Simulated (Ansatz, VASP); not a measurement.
# WSe2 in two plane-wave programs, part 2 of 2

One calculation is typed for both programs; each brings its own data sets. How far apart do they land? The structure shown is the end of the Ansatz relaxation below.

VASP 6.6.1 and Ansatz 0.2.0.

So far. Step 4 (Side by side): Known differences besides the potentials themselves: the data sets hold 92 valence electrons in Ansatz (on its PAW soft_1 files) and 36 in VASP; Ansatz's pressure holds a Pulay correction, VASP's none. Total energies have different zeros and are not compared.

## Step 7: VASP: single point, PBE with D3(BJ), pair 2

Level of this step: PBE with D3(BJ), no spin polarisation; plane waves and PAW (W, Se) (VASP).

The same cell, functional, mesh and smearing now go to VASP, with its own data sets.

Contents of INCAR:

```
SYSTEM = WSe2
PREC = Accurate
ENCUT = 600
EDIFF = 1E-06
NELM = 120
ISMEAR = -1
SIGMA = 0.02
LREAL = .FALSE.
ALGO = Normal
GGA = PE
IVDW = 12
NBANDS = 24
LASPH = .TRUE.
LORBIT = 11
LWAVE = .FALSE.
LCHARG = .FALSE.
ISIF = 2
GGA_COMPAT = .FALSE.
EFERMI = MIDGAP
KPAR = 2
```

Contents of POSCAR:

```
WSe2
1.0
    3.3117667700      0.0000000000      0.0000000000
   -1.6558833850      2.8680741542      0.0000000000
    0.0000000000      0.0000000000     12.7368097909
W Se
2 4
Direct
    0.3333333333      0.6666666667      0.2500000000
    0.6666666667      0.3333333333      0.7500000000
    0.3333333333      0.6666666667      0.6187325620
    0.6666666667      0.3333333333      0.1187325620
    0.3333333333      0.6666666667      0.8812674380
    0.6666666667      0.3333333333      0.3812674380
```

Contents of KPOINTS:

```
Automatic mesh
0
Gamma
10 10 3
0 0 0
```

PAW data sets: W and Se (PBE family, release 64).

The run is started by

```
$ mpirun -np 2 vasp_std
```

Numbers of over 12 decimals in the logs are rounded to 6 here.

The log of the run:

```text
[... set-up lines as in an earlier step ...]
 entering main loop
       N       E                     dE             d eps       ncg     rms          rms(c)
DAV:   1     0.204490081662E+03    0.20449E+03   -0.16973E+04  1344   0.147E+03
DAV:   2    -0.274735990735E+02   -0.23196E+03   -0.22314E+03  1792   0.280E+02
DAV:   3    -0.449354284950E+02   -0.17462E+02   -0.17324E+02  1792   0.730E+01
DAV:   4    -0.452805965670E+02   -0.34517E+00   -0.34365E+00  1792   0.112E+01
[...]
DAV:  12    -0.432226945051E+02   -0.48004E-04   -0.24632E-04  1880   0.874E-02    0.304E-02
DAV:  13    -0.432226989813E+02   -0.44762E-05   -0.15785E-05  1760   0.229E-02    0.773E-03
DAV:  14    -0.432226993613E+02   -0.38009E-06   -0.18818E-06  1392   0.771E-03
   1 F= -.46029974E+02 E0= -.46029974E+02  d E =-.352645E-11
```

OUTCAR, selected parts (step 7):

```text
 Edisp (eV)   -2.80727

  Total      -2.00186    -2.00186    -0.30466     0.00000    -0.00000     0.00000
  in kB     -26.51148   -26.51148    -4.03475     0.00000    -0.00000     0.00000
  external pressure =      -19.02 kB  Pullay stress =        0.00 kB

 POSITION                                       TOTAL-FORCE (eV/Angst)
 -----------------------------------------------------------------------------------
     -0.00000      1.91205      3.18420         0.000000     -0.000000      0.000000
      1.65588      0.95602      9.55261        -0.000000      0.000000      0.000000
     -0.00000      1.91205      7.88068        -0.000000      0.000000      0.042180
      1.65588      0.95602      1.51227         0.000000     -0.000000      0.042180
     -0.00000      1.91205     11.22454        -0.000000      0.000000     -0.042180
      1.65588      0.95602      4.85613         0.000000     -0.000000     -0.042180
 -----------------------------------------------------------------------------------
    total drift:                               -0.000000      0.000000     -0.000000

  FREE ENERGIE OF THE ION-ELECTRON SYSTEM (eV)
  ---------------------------------------------------
  free  energy   TOTEN  =       -46.0299741195 eV

  energy  without entropy=      -46.0299741195  energy(sigma->0) =      -46.02997412

[... 1 part as in an earlier step ...]

[... 2 further parts left out ...]
[key lines of the parts left out:]
E-fermi :   5.8937
```

The run ends at a pressure of -1.90 GPa, with forces up to 0.042 eV/Å.

## Step 8: Side by side

What differs besides the data sets and the points named for the pairs above, as far as they apply: the data sets hold 92 valence electrons in Ansatz (on its PAW soft_1 files) and 36 in VASP. Total energies have different zeros and are not compared.

Compared:

```csv
quantity,Ansatz,VASP,difference
pressure (GPa),-1.50,-1.90,+0.40
gap on the k mesh (eV),0.903,0.903,+0.001
```

At this near-relaxed geometry the largest component of a force difference is 42 meV/Å. A gap on the mesh is an upper bound, since the band edges may lie between its points; neither run holds spin-orbit coupling, which can move the band edges of a compound of W.

## Step 9: Ansatz: relaxation, PBE with D3(BJ)

This run makes the geometry at which the two programs are then compared. The cell compared in this pair holds 122.94 Å³, against 120.98 Å³ for the pair before.

The structure compared here is the end of the Ansatz relaxation.

Contents of input.yaml:

```yaml
crystal:
  lattice:
    - [3.34455654, 0.0, 0.0]
    - [-1.67227827, 2.896470928, 0.0]
    - [0.0, 0.0, 12.631631376]
  atoms:
    - { symbol: W, position: [0.3333333, 0.6666667, 0.25] }
    - { symbol: W, position: [0.6666667, 0.3333333, 0.75] }
    - { symbol: Se, position: [0.3333333, 0.6666667, 0.6182684] }
    - { symbol: Se, position: [0.6666667, 0.3333333, 0.1182684] }
    - { symbol: Se, position: [0.3333333, 0.6666667, 0.8817316] }
    - { symbol: Se, position: [0.6666667, 0.3333333, 0.3817316] }
kpoints:
  mp_grid: { grid: [10, 10, 3] }
scf:
  occupations: { method: fermi_dirac, width: 0.02 }
hamiltonian:
  xc: pbe
  pseudopotentials: { kind: paw, azcp: { folder: soft_1 } }
  dispersion: d3bj
basis:
  ecutwfc: 600
output:
  forces: true
  stress: true
relax:
  f_tol: 0.005
  max_steps: 70
  cell: { stress_tol: 0.02, p_target: 0, fix: [a, b, alpha, beta, gamma] }
```

The run is started by

```
$ ansatz run input.yaml --threads 4 --pin off --max-ram 10240MiB --backend cpu --events-out ev --progress --plain --runs-dir out
```

The log of the run:

```text
[...]
Crystal: 6 atoms, lattice volume = 122.368 Å³
Basis set: ecut = 600 eV, 4119 PW (Γ), exchange–correlation on 54×54×216 points (8 copies of the dense FFT grid, shifted against one another)
Bands: 56, of which v1, the nominal top of the filled ones, is band 46 counted from 1 (45 counted from 0)
Symmetry: 24 space group operations
[...]
k-points: 28 of 300
[...]
cell:  # Å, volume = 122.9374 Å³
    - [3.344557, 0, 0]
    - [-1.672278, 2.896471, 0]
    - [0, 0, 12.690431]
  atoms:
    - { symbol: W, position: [0.333333, 0.666667, 0.250000] }
    - { symbol: W, position: [0.666667, 0.333333, 0.750000] }
    - { symbol: Se, position: [0.333333, 0.666667, 0.619194] }
    - { symbol: Se, position: [0.666667, 0.333333, 0.119194] }
    - { symbol: Se, position: [0.333333, 0.666667, 0.880806] }
    - { symbol: Se, position: [0.666667, 0.333333, 0.380806] }
[key lines of the parts left out:]
SCF converged after 4 iterations
Free energy (F): -42654.184484 eV
Fermi energy:    12.969720 eV
P = ⅓ Tr σ = -2.8889 GPa (-28.889 kbar)
```

## Step 10: VASP: single point, PBE with D3(BJ), pair 3

The same cell, functional, mesh and smearing now go to VASP, with its own data sets.

INCAR is that of step 7.

Contents of POSCAR:

```
WSe2
1.0
    3.3445565400      0.0000000000      0.0000000000
   -1.6722782700      2.8964709280      0.0000000000
    0.0000000000      0.0000000000     12.6904313690
W Se
2 4
Direct
    0.3333333333      0.6666666667      0.2500000000
    0.6666666667      0.3333333333      0.7500000000
    0.3333333333      0.6666666667      0.6191938492
    0.6666666667      0.3333333333      0.1191938492
    0.3333333333      0.6666666667      0.8808061508
    0.6666666667      0.3333333333      0.3808061508
```

KPOINTS is that of step 7.

The run is started by

```
$ mpirun -np 2 vasp_std
```

The log of the run:

```text
[... set-up lines as in an earlier step ...]
 entering main loop
       N       E                     dE             d eps       ncg     rms          rms(c)
DAV:   1     0.200649608752E+03    0.20065E+03   -0.17029E+04  1344   0.147E+03
DAV:   2    -0.282947948838E+02   -0.22894E+03   -0.22148E+03  1808   0.281E+02
DAV:   3    -0.450204331188E+02   -0.16726E+02   -0.16593E+02  1824   0.718E+01
DAV:   4    -0.453375832424E+02   -0.31715E+00   -0.31637E+00  1824   0.108E+01
[...]
DAV:  12    -0.432149321594E+02   -0.49991E-04   -0.25105E-04  1848   0.887E-02    0.268E-02
DAV:  13    -0.432149364095E+02   -0.42501E-05   -0.16978E-05  1824   0.235E-02    0.698E-03
DAV:  14    -0.432149369141E+02   -0.50461E-06   -0.18865E-06  1392   0.782E-03
   1 F= -.45976579E+02 E0= -.45976579E+02  d E =-.429430E-11
```

From OUTCAR (step 10):

```text
 Edisp (eV)   -2.76164

  Total      -3.63663    -3.63663    -0.32006    -0.00000     0.00000     0.00000
  in kB     -47.39424   -47.39424    -4.17114    -0.00000     0.00000     0.00000
  external pressure =      -32.99 kB  Pullay stress =        0.00 kB

 POSITION                                       TOTAL-FORCE (eV/Angst)
 -----------------------------------------------------------------------------------
     -0.00000      1.93098      3.17261         0.000000     -0.000000     -0.000000
      1.67228      0.96549      9.51782        -0.000000     -0.000000     -0.000000
     -0.00000      1.93098      7.85784        -0.000000     -0.000000      0.044288
      1.67228      0.96549      1.51262         0.000000     -0.000000      0.044288
     -0.00000      1.93098     11.17781        -0.000000      0.000000     -0.044288
      1.67228      0.96549      4.83259         0.000000     -0.000000     -0.044288
 -----------------------------------------------------------------------------------
    total drift:                               -0.000000      0.000000     -0.000000

  FREE ENERGIE OF THE ION-ELECTRON SYSTEM (eV)
  ---------------------------------------------------
  free  energy   TOTEN  =       -45.9765786209 eV

  energy  without entropy=      -45.9765786209  energy(sigma->0) =      -45.97657862

[... 1 part as in an earlier step ...]

[... 2 further parts left out ...]
[key lines of the parts left out:]
E-fermi :   5.7879
```

The run ends at a pressure of -3.30 GPa, with forces up to 0.044 eV/Å.

## Step 11: Comparison

What differs besides the data sets and the points named for the pairs above, as far as they apply: the data sets hold 92 valence electrons in Ansatz (on its PAW soft_1 files) and 36 in VASP. Total energies have different zeros and are not compared.

The two programs side by side:

```
              quantity  Ansatz   VASP  difference
        pressure (GPa)   -2.89  -3.30       +0.41
gap on the k mesh (eV)   0.896  0.895      +0.002
```

Forces (eV/Å; atoms numbered as in POSCAR):

```csv
atom,"Ansatz x, y, z","VASP x, y, z"
W1,"0.000, 0.000, 0.000","0.000, 0.000, 0.000"
W2,"0.000, 0.000, 0.000","0.000, 0.000, 0.000"
Se3,"0.000, 0.000, -0.001","0.000, 0.000, 0.044"
Se4,"0.000, 0.000, -0.001","0.000, 0.000, 0.044"
Se5,"0.000, 0.000, 0.001","0.000, 0.000, -0.044"
Se6,"0.000, 0.000, 0.001","0.000, 0.000, -0.044"
```

The forces differ by 21 meV/Å r.m.s., where the r.m.s. force is 0.000 eV/Å in Ansatz and 0.021 eV/Å in VASP: the atoms lie near their places of rest in Ansatz, so a percentage would say little (all taken over all components). A gap on the mesh is an upper bound, since the band edges may lie between its points; neither run holds spin-orbit coupling, which can move the band edges of a compound of W.

## Step 12: What came out

```json
{
 "r.m.s. force difference (single point, PBE with D3(BJ), pair 1)": "17 meV/Å",
 "r.m.s. force difference (single point, PBE with D3(BJ), pair 2)": "20 meV/Å",
 "r.m.s. force difference (single point, PBE with D3(BJ), pair 3)": "21 meV/Å"
}
```

The r.m.s. force difference is 21 meV/Å (single point, PBE with D3(BJ), pair 3), beyond the 12 meV/Å picked in this series as the mark of a large difference. The data sets hold unlike numbers of valence electrons (92 in Ansatz and 36 in VASP), so part of the differences comes from the potentials. Single point, PBE with D3(BJ), pair 1, VASP with the data sets W and Se_sv_GW and a cutoff of 620 eV: r.m.s. force difference goes from 17 to 30 meV/Å; the difference in pressure goes from 0.38 to 1.9 GPa; the difference in gap on the k mesh goes from -9.5e-4 to -0.0074 eV. What causes the difference of the single point, PBE with D3(BJ), pair 2 pair stays open here. What causes the difference of the single point, PBE with D3(BJ), pair 3 pair stays open here. 3 further runs of this series are not shown here. Such differences can come from data sets, numerical settings and the points named under the comparisons, not from the functional's error against experiment.

[Lines on the potential files, build, host, timing and source positions are cut from VASP's logs without a mark.]

[Logs are printed without paths, hosts, clocks, repeated set-up lines and the standing remarks that a program may print on its own settings, such as how far it seeks lower states.]

[Hosts, paths, dates, database ids (printed as entryN), source tags and the programs' standing remarks are cut or masked in the printed files.]
